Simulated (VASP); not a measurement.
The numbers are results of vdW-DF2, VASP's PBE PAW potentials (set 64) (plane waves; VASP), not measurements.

Input for VASP

### KPOINTS
```
Automatic mesh
0
Gamma
12 12 7
0 0 0
```

**INCAR**
```
SYSTEM = Zr
PREC = Accurate; ENCUT = 520; LREAL = .FALSE.
LASPH = .TRUE.
EDIFF = 1E-6; NELM = 100; ALGO = Normal
LMAXMIX = 4
ISMEAR = 1; SIGMA = 0.1
GGA = ML; LUSE_VDW = .TRUE.; AGGAC = 0.0
ZAB_VDW = -1.8867
IBRION = 2; NSW = 60; ISIF = 3
EDIFFG = -0.01
LWAVE = .FALSE.; LCHARG = .FALSE.
```

**POSCAR**
```
Zr
1
    1.6150000000    -2.7972620000     0.0000000000
    1.6150000000     2.7972620000     0.0000000000
    0.0000000000     0.0000000000     5.1500000000
Zr
2
Direct
  0.3333330000   0.6666670000   0.2500000000
  0.6666670000   0.3333330000   0.7500000000
```

POTCAR, in this order: Zr_sv (PBE.64 set). Program: vasp_std.

Energy and stress use the plane-wave basis of the starting cell.

### Question
Predict the energy per atom (σ→0), volume per atom, band gap (on the k-mesh).

### Answer

| Property | Value |
|---|---|
| energy per atom (σ→0) | -5.135 eV/atom |
| band gap (on the k-mesh) | none (metal, semimetal or under 0.01 eV) |
| volume per atom | 24.61 Å³/atom |

**OSZICAR**
```
...
DAV:   4    -0.102698502097E+02   -0.64915E-07   -0.23811E-06  2160   0.149E-02
   5 F= -.10269850E+02 E0= -.10269443E+02  d E =-.334416E-04
       N       E                     dE             d eps       ncg     rms          rms(c)
DAV:   1    -0.102700606744E+02   -0.21053E-03   -0.13649E-02  2432   0.110E+00    0.834E-02
DAV:   2    -0.102699042263E+02    0.15645E-03   -0.42508E-04  2816   0.160E-01    0.394E-02
DAV:   3    -0.102698589656E+02    0.45261E-04   -0.18328E-04  3320   0.928E-02    0.691E-03
DAV:   4    -0.102698591282E+02   -0.16261E-06   -0.33020E-06  2264   0.173E-02
   6 F= -.10269859E+02 E0= -.10269475E+02  d E =-.423601E-04
```

The compound is Zr in the hcp structure. This run relaxes it. Symmetry was kept, so distortions that lower it aren't found.
